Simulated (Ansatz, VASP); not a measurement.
# Al7GaO12 (amorphous (Al0.88Ga0.12)2O3): VASP beside Ansatz

Aim: how closely do two programs agree when they are given the same cell, functional and k mesh? The structure shown is the start of the Ansatz relaxation below; VASP solves that cell, so the two are compared at the walk's first step.

Main program and level: Ansatz 0.2.0; plane waves, with VASP 6.6.1 beside it; single point at PBE.

**1. Set-up**

The cell holds 80 atoms: 28 Al, 4 Ga and 48 O. Cell: a = 9.670 Å, b = 9.670 Å, c = 9.670 Å, α = 90.0°, β = 90.0°, γ = 90.0°. 80 atoms (28 Al, 4 Ga, 48 O) packed at random and pushed apart as soft spheres at 3.31 g/cm^3; MD (Langevin at fixed volume unless said) with the MACE-MP-0b2 small potential (Batatia et al., arXiv:2401.00096), steps of 2 fs: 0.7 ps at 3000 K, 3000 to 1800 K in 0.7 ps, 1800 to 300 K in 2 ps; then atoms relaxed.

**2. Ansatz: relaxation, PBE**

Ansatz runs on its default PAW (the set named soft_2) files.

The two programs are compared at the cell with which this relaxation starts, whose forces are those of its first step.

input.yaml reads:

```yaml
crystal:
  lattice:
    - [9.66991, 0.0, 0.0]
    - [0.0, 9.66991, 0.0]
    - [0.0, 0.0, 9.66991]
  atoms:
    - { symbol: Al, position: [0.66095, 0.19334, 0.80321] }
    - { symbol: Al, position: [0.80833, 0.98944, 0.50986] }
    - { symbol: Al, position: [0.7051, 0.74825, 0.09946] }
    - { symbol: Al, position: [0.94854, 0.23524, 0.6675] }
    - { symbol: Al, position: [0.1008, 0.79283, 0.91581] }
    - { symbol: Al, position: [0.04126, 0.6754, 0.65117] }
    - { symbol: Al, position: [0.71592, 0.58232, 0.88399] }
    - { symbol: Al, position: [0.6412, 0.7561, 0.42621] }
    - { symbol: Al, position: [0.6942, 0.86329, 0.78146] }
    - { symbol: Al, position: [0.35302, 0.68172, 0.58903] }
    - { symbol: Al, position: [0.263, 0.78836, 0.18225] }
    - { symbol: Al, position: [0.95392, 0.35055, 0.97714] }
    - { symbol: Al, position: [0.47053, 0.5738, 0.29154] }
    - { symbol: Al, position: [0.85652, 0.01976, 0.99222] }
    - { symbol: Al, position: [0.40515, 0.98238, 0.71076] }
    - { symbol: Al, position: [0.74331, 0.48228, 0.59005] }
    - { symbol: Al, position: [0.37265, 0.00276, 0.40086] }
    - { symbol: Al, position: [0.96676, 0.7651, 0.32475] }
    - { symbol: Al, position: [0.83964, 0.5299, 0.28208] }
    - { symbol: Al, position: [0.15247, 0.02738, 0.1333] }
    - { symbol: Al, position: [0.7083, 0.30366, 0.08605] }
    - { symbol: Al, position: [0.43465, 0.73212, 0.90777] }
    - { symbol: Al, position: [0.19511, 0.46598, 0.18307] }
    - { symbol: Al, position: [0.11414, 0.95444, 0.59907] }
    - { symbol: Al, position: [0.12896, 0.20706, 0.38209] }
    - { symbol: Al, position: [0.08336, 0.47099, 0.47859] }
    - { symbol: Al, position: [0.21853, 0.19723, 0.84224] }
    - { symbol: Al, position: [0.6011, 0.27685, 0.353] }
    - { symbol: Ga, position: [0.42256, 0.27846, 0.07528] }
    - { symbol: Ga, position: [0.66692, 0.01062, 0.2674] }
    - { symbol: Ga, position: [0.44172, 0.28016, 0.59461] }
    - { symbol: Ga, position: [0.24825, 0.49922, 0.83865] }
    - { symbol: O, position: [0.80848, 0.87068, 0.3639] }
    - { symbol: O, position: [0.43422, 0.18105, 0.42668] }
    - { symbol: O, position: [0.51532, 0.13191, 0.70374] }
    - { symbol: O, position: [0.2772, 0.78461, 0.99411] }
    - { symbol: O, position: [0.31658, 0.95927, 0.22372] }
    - { symbol: O, position: [0.85392, 0.677, 0.17503] }
    - { symbol: O, position: [0.30055, 0.43266, 0.01918] }
    - { symbol: O, position: [0.3726, 0.63332, 0.76878] }
    - { symbol: O, position: [0.06107, 0.14177, 0.23165] }
    - { symbol: O, position: [0.94883, 0.05647, 0.61224] }
    - { symbol: O, position: [0.93785, 0.5245, 0.61335] }
    - { symbol: O, position: [0.74533, 0.59324, 0.43486] }
    - { symbol: O, position: [0.57426, 0.65084, 0.98967] }
    - { symbol: O, position: [0.72992, 0.12961, 0.41395] }
    - { symbol: O, position: [0.79337, 0.44561, 0.97343] }
    - { symbol: O, position: [0.01028, 0.57382, 0.34505] }
    - { symbol: O, position: [0.08575, 0.83284, 0.74081] }
    - { symbol: O, position: [0.34693, 0.86958, 0.57447] }
    - { symbol: O, position: [0.58821, 0.17431, 0.18347] }
    - { symbol: O, position: [0.53842, 0.91848, 0.3811] }
    - { symbol: O, position: [0.47996, 0.39882, 0.23644] }
    - { symbol: O, position: [0.47651, 0.6422, 0.46549] }
    - { symbol: O, position: [0.30679, 0.33354, 0.73946] }
    - { symbol: O, position: [0.73275, 0.93387, 0.10194] }
    - { symbol: O, position: [0.19977, 0.05688, 0.46444] }
    - { symbol: O, position: [0.75209, 0.03263, 0.83684] }
    - { symbol: O, position: [0.79133, 0.75717, 0.90033] }
    - { symbol: O, position: [0.03243, 0.80631, 0.5011] }
    - { symbol: O, position: [0.03671, 0.29485, 0.51993] }
    - { symbol: O, position: [0.04525, 0.26995, 0.83014] }
    - { symbol: O, position: [0.23767, 0.0509, 0.73898] }
    - { symbol: O, position: [0.59005, 0.70347, 0.24046] }
    - { symbol: O, position: [0.85222, 0.1995, 0.02806] }
    - { symbol: O, position: [0.19543, 0.58681, 0.57528] }
    - { symbol: O, position: [0.08662, 0.60789, 0.85638] }
    - { symbol: O, position: [0.03826, 0.43133, 0.10799] }
    - { symbol: O, position: [0.75008, 0.37455, 0.25332] }
    - { symbol: O, position: [0.0909, 0.83458, 0.2063] }
    - { symbol: O, position: [0.57751, 0.28141, 0.94551] }
    - { symbol: O, position: [0.29843, 0.61993, 0.23357] }
    - { symbol: O, position: [0.59439, 0.37459, 0.51761] }
    - { symbol: O, position: [0.66306, 0.5774, 0.71781] }
    - { symbol: O, position: [0.20173, 0.37705, 0.34722] }
    - { symbol: O, position: [0.27418, 0.15088, 0.01438] }
    - { symbol: O, position: [0.77998, 0.29501, 0.70269] }
    - { symbol: O, position: [0.50815, 0.87703, 0.8228] }
    - { symbol: O, position: [0.03434, 0.96069, 0.9865] }
    - { symbol: O, position: [0.70432, 0.86211, 0.60116] }
kpoints:
  mp_grid: { grid: [1, 1, 1] }
hamiltonian:
  xc: pbe
scf:
  occupations: { method: fermi_dirac, width: 0.025 }
output:
  forces: true
relax:
  f_tol: 0.04
  max_steps: 250
  cell: {}
```

Run with:

```
$ ansatz run input.yaml --threads 4 --pin off --max-ram 8192MiB --backend cpu --events-out ev --progress --plain --runs-dir out
```

Numbers of over 12 decimals in the logs are rounded to 6 here.

What it wrote:

```text
Engine: ansatz 0.2.0, aarch64-unknown-linux-gnu
Pseudopotentials: kind: paw
Pseudopotential: Al, paw, valence charge 3, recommended cutoff 420 eV (normal), Al.paw.azcp
Pseudopotential: Ga, paw, valence charge 13, recommended cutoff 420 eV (normal), Ga.paw.azcp
Pseudopotential: O, paw, valence charge 6, recommended cutoff 420 eV (normal), O.paw.azcp
Functional definition: PBE
  parameter kappa = 0.804
  parameter beta = 0.066725
  exchange = pbe_x(kappa = kappa, mu = beta*pi^2/3)
  correlation = pbe_c(beta = beta)
Crystal: 80 atoms, lattice volume = 904.206 Å³
Basis set: ecut = 420 eV, 17773 PW (Γ), exchange–correlation on 144×144×144 points (8 copies of the dense FFT grid, shifted against one another)
Bands: 292, of which v1, the nominal top of the filled ones, is band 212 counted from 1 (211 counted from 0)
Symmetry: 1 space group operations
Space group: P1 (ITA 1), of the structure as read, at distance tolerance 9.7e-5 Å
k-points: 1
Non-local potential: Al, projectors of the file, l = 0: 2, l = 1: 2, l = 2: 1
Non-local potential: Ga, projectors of the file, l = 0: 2, l = 1: 2, l = 2: 3, l = 3: 1
Non-local potential: O, projectors of the file, l = 0: 2, l = 1: 2, l = 2: 1
PAW form: soft (Blöchl's): semilocal exchange-correlation on the pseudo side does not see the compensation charge
PAW one-centre angular grid: Al, 110 points (default); XC on 64 Gauss nodes
PAW one-centre angular grid: Ga, 590 points (default); XC on 64 Gauss nodes
PAW one-centre angular grid: O, 110 points (default); XC on 64 Gauss nodes
Initial density: superposition of atomic densities (neutral atoms: chi_scale 0, normalization atom), corrected by the library's trained network
Initial wavefunctions: pseudopotential atomic-orbital guess
Functional: x = pbe(κ = 0.804, μ = 0.219515), c = pbe(β = 0.066725)
SCF iter   1: F=—  HF=-57511.916612 eV  |F-HF|=—  |Δ(HF+E_count)|=         —  Δρ=2.73e-3  dr2=1.00e-1  ethr=1.77e-3  ⟨swp⟩=6.0  Hψ=1269  notcnv=0  defer=24
preconditioner: auto → Resta (q_TF=auto, 2.405 Å⁻¹)  ε∞=3.6  [insulator: Δε(μ)=2.458 eV  Ē_g=15.717 eV  σ=0.025 eV  W_gap=1.00  n_scr=202 (ndim 8)  ℏωp=25.4 eV  f_vac=0.031  D(μ)=0.00/eV (n_scr^D=0)  ε∞_Penn≈3.6]
SCF iter   2: F=—  HF=-57511.910603 eV  |F-HF|=—  |Δ(HF+E_count)|=   6.01e-3  Δρ=1.49e-3  dr2=2.38e-2  ethr=2.36e-5  ⟨swp⟩=2.0  Hψ=552  notcnv=0  defer=76
SCF iter   3: F=—  HF=-57511.910982 eV  |F-HF|=—  |Δ(HF+E_count)|=   3.80e-4  Δρ=6.37e-4  dr2=6.51e-3  ethr=5.62e-6  ⟨swp⟩=2.0  Hψ=364  notcnv=0  defer=76
SCF iter   4: F=—  HF=-57511.910650 eV  |F-HF|=—  |Δ(HF+E_count)|=   3.32e-4  Δρ=2.17e-4  dr2=4.34e-4  ethr=1.54e-6  ⟨swp⟩=2.0  Hψ=398  notcnv=0  defer=76
SCF iter   5: F=—  HF=-57511.910772 eV  |F-HF|=—  |Δ(HF+E_count)|=   1.22e-4  Δρ=1.57e-4  dr2=1.85e-4  ethr=1.02e-7  ⟨swp⟩=2.0  Hψ=416  notcnv=0  defer=76
SCF iter   6: F=—  HF=-57511.910742 eV  |F-HF|=—  |Δ(HF+E_count)|=   3.03e-5  Δρ=2.94e-5  dr2=8.23e-6  ethr=4.35e-8  ⟨swp⟩=2.0  Hψ=416  notcnv=0  defer=76
SCF iter   7: F=—  HF=-57511.911764 eV  |F-HF|=—  |Δ(HF+E_count)|=   1.02e-3  Δρ=1.70e-5  dr2=2.25e-6  ethr=1.94e-9  ⟨swp⟩=2.0  Hψ=428  notcnv=0  defer=76
SCF iter   8: F=—  HF=-57511.911764 eV  |F-HF|=—  |Δ(HF+E_count)|=   7.20e-7  Δρ=7.13e-6  dr2=4.06e-7  ethr=5.30e-10  ⟨swp⟩=2.0  Hψ=420  notcnv=0  defer=76
SCF iter   9: F=-57511.911765 eV  HF=-57511.911765 eV  |F-HF|=2.44e-8  |Δ(HF+E_count)|=   1.90e-7  Δρ=1.79e-6  dr2=3.40e-8  ethr=2.36e-11  ⟨swp⟩=4.0  Hψ=866  notcnv=0
SCF 1 converged in 9 iterations: F = -57511.911765 eV  dr2 = 3.40e-8
  greatest PAW one-centre occupation: 0.998 electrons in one spin orbital (limit 2), on the Ga atom at site 29 (counted from 0), in its partial waves of l = 2
relax step   1: F+E_penalty+E_count = -57511.91176464 eV  Δ(F+E_penalty+E_count) = +0.000e0 eV  max|allowed force component| = 2.368e-1 eV/Å  Δτ_max = 0.0000 Å  P = -1.178 GPa  Ω = 904.206 Å³  (9 SCF iters, dr2 threshold 1.00e-7 eV, accepted)
Crystal: 80 atoms, lattice volume = 899.554 Å³
Basis set: ecut = 420 eV, 17551 PW (Γ), exchange–correlation on 144×144×144 points (8 copies of the dense FFT grid, shifted against one another)
Initial density: handed on by an earlier stage of this run
Initial wavefunctions: those handed on with the density
iter 1 solved again at ethr=1.63e-5 eV; its pass at ethr=3.10e-3 eV (dr2=6.91e-2 eV) is discarded
SCF iter   1: F=—  HF=-57512.119976 eV  |F-HF|=—  |Δ(HF+E_count)|=         —  Δρ=3.80e-3  dr2=6.96e-2  ethr=1.63e-5  ⟨swp⟩=8.0  Hψ=1521  notcnv=0  defer=1
preconditioner: auto → Resta (q_TF=auto, 2.407 Å⁻¹)  ε∞=3.6  [insulator: Δε(μ)=2.391 eV  Ē_g=15.753 eV  σ=0.025 eV  W_gap=1.00  n_scr=202 (ndim 8)  ℏωp=25.5 eV  f_vac=0.032  D(μ)=0.00/eV (n_scr^D=0)  ε∞_Penn≈3.6]
SCF iter   2: F=—  HF=-57512.105838 eV  |F-HF|=—  |Δ(HF+E_count)|=   1.41e-2  Δρ=1.87e-3  dr2=1.74e-2  ethr=1.63e-5  ⟨swp⟩=4.0  Hψ=538  notcnv=0
[...]
atom  52  O      0.00441746    -0.00347173    -0.00446213
  atom  53  O     -0.00321219     0.00930670    -0.00083081
  atom  54  O     -0.00076842     0.00560344     0.00024246
  atom  55  O      0.00272291    -0.00053734    -0.00292151
  atom  56  O     -0.00672345    -0.00416686     0.01810226
  atom  57  O     -0.00538863    -0.00024770     0.00580696
  atom  58  O      0.00522445     0.00165683    -0.00139835
  atom  59  O     -0.02265532     0.00176212    -0.00952426
  atom  60  O      0.00428913     0.00273900     0.00535179
  atom  61  O     -0.00421871    -0.00749174     0.00150855
  atom  62  O     -0.00288268     0.00727906    -0.00531237
  atom  63  O     -0.00481707     0.00130940    -0.00886348
  atom  64  O     -0.00726127     0.00124914     0.00289271
  atom  65  O      0.00437823     0.00213548    -0.00211249
  atom  66  O     -0.01872004     0.00307645     0.00942131
  atom  67  O      0.00324080     0.00681471    -0.00347294
  atom  68  O     -0.00825246     0.00810170     0.00007677
  atom  69  O      0.00490698     0.00496966    -0.00026077
  atom  70  O     -0.01480045     0.00776776     0.00513079
  atom  71  O      0.01427339    -0.00025065    -0.01485139
  atom  72  O      0.00762791    -0.00908318     0.00589948
  atom  73  O      0.01746689     0.00092218     0.00250099
  atom  74  O     -0.00492625    -0.00610836     0.00171038
  atom  75  O     -0.00001176     0.00533568     0.00348232
  atom  76  O     -0.00504776    -0.01510456     0.00142346
  atom  77  O     -0.00318064     0.00188477    -0.00474898
  atom  78  O     -0.00106728    -0.00646867    -0.00167703
  atom  79  O     -0.00523318    -0.00139191     0.00584406
  atom  80  O      0.00120824     0.01064447    -0.00820709
  max |Σ_I F_I| component: 5.04e-5 eV/Å
--- Stress (GPa, compression-positive) ---
       -0.004555      -0.000975       0.021378
       -0.000969      -0.011024       0.001872
        0.021387       0.001900      -0.001441
  P = ⅓ Tr σ = -0.0057 GPa (-0.057 kbar)
--- Relaxed structure (18 steps of the walk, 16 accepted, 2 SCFs on fresh bases) ---
  F+E_penalty+E_count = -57513.05873712 eV   max|allowed force component| = 3.557e-2 eV/Å   (the final SCF, on the basis selected at the relaxed cell)
  cell:  # Å, volume = 889.8747 Å³
    - [9.361711, -0.278293, 0.219540]
    - [-0.278293, 9.711767, -0.196168]
    - [0.219540, -0.196168, 9.804779]
  atoms:
    - { symbol: Al, position: [0.668334, 0.167647, 0.835995] }
    - { symbol: Al, position: [0.819365, 0.992063, 0.520122] }
    - { symbol: Al, position: [0.705225, 0.754793, 0.105143] }
    - { symbol: Al, position: [0.957753, 0.228163, 0.671733] }
    - { symbol: Al, position: [0.049730, 0.777967, 0.912952] }
    - { symbol: Al, position: [0.040697, 0.667628, 0.641783] }
    - { symbol: Al, position: [0.725499, 0.589360, 0.890267] }
    - { symbol: Al, position: [0.632539, 0.775639, 0.421000] }
    - { symbol: Al, position: [0.698381, 0.833825, 0.772450] }
    - { symbol: Al, position: [0.353417, 0.670333, 0.589539] }
    - { symbol: Al, position: [0.257024, 0.788898, 0.178515] }
    - { symbol: Al, position: [0.917900, 0.343763, 0.941327] }
    - { symbol: Al, position: [0.466856, 0.573761, 0.279240] }
    - { symbol: Al, position: [0.852762, 0.020045, 0.993950] }
    - { symbol: Al, position: [0.417840, 0.971035, 0.705496] }
    - { symbol: Al, position: [0.743689, 0.542761, 0.565836] }
    - { symbol: Al, position: [0.388208, 0.038137, 0.369432] }
    - { symbol: Al, position: [0.944433, 0.750493, 0.336857] }
    - { symbol: Al, position: [0.877660, 0.506030, 0.196970] }
    - { symbol: Al, position: [0.137478, 0.014354, 0.140390] }
    - { symbol: Al, position: [0.669171, 0.303767, 0.114569] }
    - { symbol: Al, position: [0.419790, 0.727439, 0.904702] }
    - { symbol: Al, position: [0.166141, 0.477179, 0.181842] }
    - { symbol: Al, position: [0.134801, 0.940042, 0.597795] }
    - { symbol: Al, position: [0.124220, 0.196913, 0.382552] }
    - { symbol: Al, position: [0.075141, 0.463971, 0.459640] }
    - { symbol: Al, position: [0.221912, 0.186884, 0.843970] }
    - { symbol: Al, position: [0.645131, 0.271835, 0.390024] }
    - { symbol: Ga, position: [0.390010, 0.307746, 0.055036] }
    - { symbol: Ga, position: [0.694588, 0.020074, 0.280943] }
    - { symbol: Ga, position: [0.468364, 0.280506, 0.622096] }
    - { symbol: Ga, position: [0.225842, 0.489123, 0.833074] }
    - { symbol: O, position: [0.816363, 0.893730, 0.360701] }
    - { symbol: O, position: [0.454005, 0.208557, 0.444539] }
    - { symbol: O, position: [0.535234, 0.126367, 0.709792] }
    - { symbol: O, position: [0.253510, 0.767623, 0.992628] }
    - { symbol: O, position: [0.320995, 0.968124, 0.205228] }
    - { symbol: O, position: [0.854922, 0.678782, 0.166710] }
    - { symbol: O, position: [0.277140, 0.453387, 0.013661] }
    - { symbol: O, position: [0.369556, 0.617727, 0.763993] }
    - { symbol: O, position: [0.039724, 0.124632, 0.243474] }
    - { symbol: O, position: [0.966617, 0.049781, 0.619115] }
    - { symbol: O, position: [0.928211, 0.520821, 0.587443] }
    - { symbol: O, position: [0.769457, 0.651554, 0.428989] }
    - { symbol: O, position: [0.575959, 0.669837, 0.981219] }
    - { symbol: O, position: [0.756660, 0.141158, 0.446676] }
    - { symbol: O, position: [0.768425, 0.455717, 0.994724] }
    - { symbol: O, position: [0.021018, 0.558218, 0.314395] }
    - { symbol: O, position: [0.078972, 0.821692, 0.741453] }
    - { symbol: O, position: [0.333118, 0.850710, 0.587698] }
    - { symbol: O, position: [0.599570, 0.169691, 0.228446] }
    - { symbol: O, position: [0.536020, 0.935302, 0.387070] }
    - { symbol: O, position: [0.497501, 0.411715, 0.187476] }
    - { symbol: O, position: [0.483119, 0.630416, 0.461900] }
    - { symbol: O, position: [0.326703, 0.328547, 0.755993] }
    - { symbol: O, position: [0.729044, 0.936216, 0.107738] }
[...]
- { symbol: O, position: [0.628256, 0.389197, 0.544832] }
    - { symbol: O, position: [0.689005, 0.629492, 0.723036] }
    - { symbol: O, position: [0.194309, 0.367101, 0.322674] }
    - { symbol: O, position: [0.255737, 0.160515, 0.017642] }
    - { symbol: O, position: [0.806193, 0.285850, 0.768862] }
    - { symbol: O, position: [0.505745, 0.867764, 0.819051] }
    - { symbol: O, position: [0.029178, 0.958037, 0.991447] }
    - { symbol: O, position: [0.691662, 0.871860, 0.597350] }
```

In the SCF lines HF is the Harris–Foulkes energy and dr2 the Hartree energy of the density residual, in eV; the loop may stop once dr2 is under the threshold and the program's other checks hold. Hψ counts applications of the Hamiltonian.

[end of part 1 of 2]

[Lines on the potential files, build, host, timing and source positions are cut from VASP's logs without a mark.]

[Logs are printed without paths, hosts, clocks, repeated set-up lines and the standing remarks that a program may print on its own settings, such as how far it seeks lower states.]

[Hosts, paths, dates, database ids (printed as entryN), source tags and the programs' standing remarks are cut or masked in the printed files.]
